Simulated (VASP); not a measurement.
OSZICAR of a VASP run on Pd (fcc):

File OSZICAR:
```
       N       E                     dE             d eps       ncg     rms          rms(c)
DAV:   1     0.302203335420E+02    0.30220E+02   -0.45709E+03  2176   0.840E+02
DAV:   2    -0.654307180796E+01   -0.36763E+02   -0.35726E+02  2362   0.174E+02
DAV:   3    -0.685009027251E+01   -0.30702E+00   -0.30505E+00  2542   0.182E+01
DAV:   4    -0.685176315598E+01   -0.16729E-02   -0.16727E-02  2596   0.121E+00
DAV:   5    -0.685178051411E+01   -0.17358E-04   -0.17358E-04  2524   0.986E-02    0.913E+00
DAV:   6    -0.652436883858E+01    0.32741E+00   -0.14534E+00  2201   0.114E+01    0.430E+00
DAV:   7    -0.650703057660E+01    0.17338E-01   -0.13195E-02  2545   0.959E-01    0.219E+00
DAV:   8    -0.650117133031E+01    0.58592E-02   -0.15904E-03  2351   0.374E-01    0.743E-02
DAV:   9    -0.650117762708E+01   -0.62968E-05   -0.10220E-05  2959   0.327E-02    0.177E-02
DAV:  10    -0.650118059265E+01   -0.29656E-05   -0.16384E-06  2465   0.113E-02    0.168E-03
DAV:  11    -0.650118058520E+01    0.74441E-08   -0.14093E-08  1170   0.112E-03
   1 F= -.65011806E+01 E0= -.65014520E+01  d E =-.650118E+01
       N       E                     dE             d eps       ncg     rms          rms(c)
DAV:   1    -0.650580267343E+01   -0.46221E-02   -0.98164E-02  2189   0.357E+00    0.481E-01
DAV:   2    -0.650108876051E+01    0.47139E-02   -0.22724E-02  2175   0.140E+00    0.117E-01
DAV:   3    -0.650104071017E+01    0.48050E-04   -0.21089E-04  2634   0.112E-01    0.689E-02
DAV:   4    -0.650104114362E+01   -0.43345E-06   -0.56759E-05  2424   0.592E-02    0.458E-03
DAV:   5    -0.650104121820E+01   -0.74581E-07   -0.44439E-07  2093   0.674E-03
   2 F= -.65010412E+01 E0= -.65013178E+01  d E =0.139367E-03
       N       E                     dE             d eps       ncg     rms          rms(c)
DAV:   1    -0.650340217368E+01   -0.23610E-02   -0.44926E-02  2186   0.242E+00    0.321E-01
DAV:   2    -0.650124741346E+01    0.21548E-02   -0.10444E-02  2175   0.950E-01    0.837E-02
DAV:   3    -0.650122583633E+01    0.21577E-04   -0.92494E-05  2582   0.742E-02    0.493E-02
DAV:   4    -0.650122578950E+01    0.46832E-07   -0.25159E-05  2424   0.395E-02    0.268E-03
DAV:   5    -0.650122588955E+01   -0.10005E-06   -0.21685E-07  1681   0.436E-03
   3 F= -.65012259E+01 E0= -.65014990E+01  d E =-.453043E-04
```

**Question.** Which electronic solver shows in the log?

**Answer.** It is blocked Davidson (ALGO = Normal, or the opening steps of other solvers). The INCAR had ALGO = Normal.

**Question.** Can the final energy be trusted as converged?

**Answer.** The run converged. It stopped with EDIFF = 1E-6, NELM = 100, NSW = 60 and EDIFFG = -0.01 after 3 ionic steps (LDA (Ceperley-Alder, Perdew-Zunger), plane waves, VASP's LDA PAW potentials (set 64)).

The compound is Pd in the fcc structure. This run relaxes it. Symmetry was kept, so distortions that lower it aren't found. The start is the result of an earlier pass.
